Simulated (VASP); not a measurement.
```
CELL_PARAMETERS angstrom
      0.00000     2.53266     2.53266
      2.53266     0.00000     2.53266
     10.12233    10.12233     0.00829
ATOMIC_POSITIONS crystal
  Be 0.01099 0.01099 0.99176
  Be 0.00326 0.00326 0.24756
  Be 0.99680 0.99680 0.50240
  Be 0.98893 0.98893 0.75830
  Se 0.25647 0.25647 0.05765
  Se 0.25017 0.25017 0.31237
  Se 0.24341 0.24341 0.56744
  S  0.24997 0.24997 0.81252
```

These are PBEsol GGA, VASP's PBE PAW potentials (set 64) (plane waves; VASP) values and carry that method's errors. Numerical set-up: 400 eV cut-off, 8×8×3 Γ-centred mesh, tetrahedra with Blöchl corrections, potentials Be Se S.

The cores are frozen, which limits the accuracy of field gradients.

**Question.** Give the principal components of the electric field gradient (V/Å²) and the asymmetry η at each nucleus.

**Answer.** 
```json
[
 {"atom": "Be1", "Vxx": "0.4", "Vyy": "0.4", "Vzz": "-0.7", "η": "0.00"},
 {"atom": "Be2", "Vxx": "-0.1", "Vyy": "-0.1", "Vzz": "0.2", "η": "-"},
 {"atom": "Be3", "Vxx": "-0.1", "Vyy": "-0.1", "Vzz": "0.1", "η": "-"},
 {"atom": "Be4", "Vxx": "-0.1", "Vyy": "-0.1", "Vzz": "0.2", "η": "-"},
 {"atom": "Se5", "Vxx": "-6.4", "Vyy": "-6.4", "Vzz": "12.8", "η": "0.00"},
 {"atom": "Se6", "Vxx": "-6.6", "Vyy": "-6.6", "Vzz": "13.2", "η": "0.00"},
 {"atom": "Se7", "Vxx": "-5.7", "Vyy": "-5.7", "Vzz": "11.4", "η": "0.00"},
 {"atom": "S8", "Vxx": "8.9", "Vyy": "8.9", "Vzz": "-17.8", "η": "0.00"}
]
```

The structure was generated: Be4SSe3 was put into an ordered model structure (R3m), which need not be its known phase. It was relaxed first.
